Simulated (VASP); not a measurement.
Calculation: PBEsol GGA, VASP's PBE PAW potentials (set 64) (plane waves; VASP).

Input for VASP

**INCAR**
```
LREAL=.FALSE.   # projection in real space or not
NSW=40
EDIFF=1E-6   # SCF stop (eV)
EDIFFG=-0.02
IBRION=2   # conjugate gradients
ISMEAR=0   # Gaussian
GGA=PS
ALGO=Normal
SIGMA=0.05
SYSTEM=BN
LWAVE=.FALSE.
LCHARG=.FALSE.
LASPH=.TRUE.
PREC=Accurate
NELM=100   # most electronic steps
ENCUT=620   # plane-wave cut-off (eV)
ISIF=3   # ions, shape and volume
PSTRESS=100   # kbar
```

**POSCAR**
```
BN
1.0
  2.5310383629   0.0000000000   0.0000000000
 -1.2655191814   2.1919433178   0.0000000000
  0.0000000000   0.0000000000   4.1864786307
B N
2 2
direct
  0.3333330000   0.6666670000   0.0002740769
  0.6666670000   0.3333330000   0.5002740769
  0.3333330000   0.6666670000   0.3747259231
  0.6666670000   0.3333330000   0.8747259231
```

### KPOINTS
```
Automatic mesh
0
G
 10 10 5
```

POTCAR, in this order: B N (PBE.64 set). Program: vasp_std.

### Question
Predict the energy per atom (σ→0), volume per atom.

### Answer

The energy per atom (σ→0) is -9.154 eV/atom and the volume per atom is 5.74 Å³/atom.

OSZICAR:
```
...
DAV:   1    -0.366236566881E+02   -0.33056E-01   -0.17751E-01  1152   0.452E+00    0.567E-01
DAV:   2    -0.366176434104E+02    0.60133E-02   -0.14331E-02  1256   0.115E+00    0.185E-01
DAV:   3    -0.366172738546E+02    0.36956E-03   -0.18244E-03  1300   0.416E-01    0.580E-02
DAV:   4    -0.366172096642E+02    0.64190E-04   -0.10886E-04  1236   0.982E-02    0.283E-02
DAV:   5    -0.366171950124E+02    0.14652E-04   -0.26212E-05  1172   0.442E-02    0.122E-02
DAV:   6    -0.366171938880E+02    0.11244E-05   -0.17789E-06   800   0.152E-02    0.138E-03
DAV:   7    -0.366171939213E+02   -0.33385E-07   -0.20617E-07   628   0.787E-03
   3 F= -.35184917E+02 E0= -.35184917E+02  d E =-.440987E-02
```

The structure was generated: BN was put into the wurtzite type (P6_3mc), which need not be its known phase. This run relaxes it under an external pressure of 10 GPa. Symmetry was kept, so distortions that lower it aren't found.
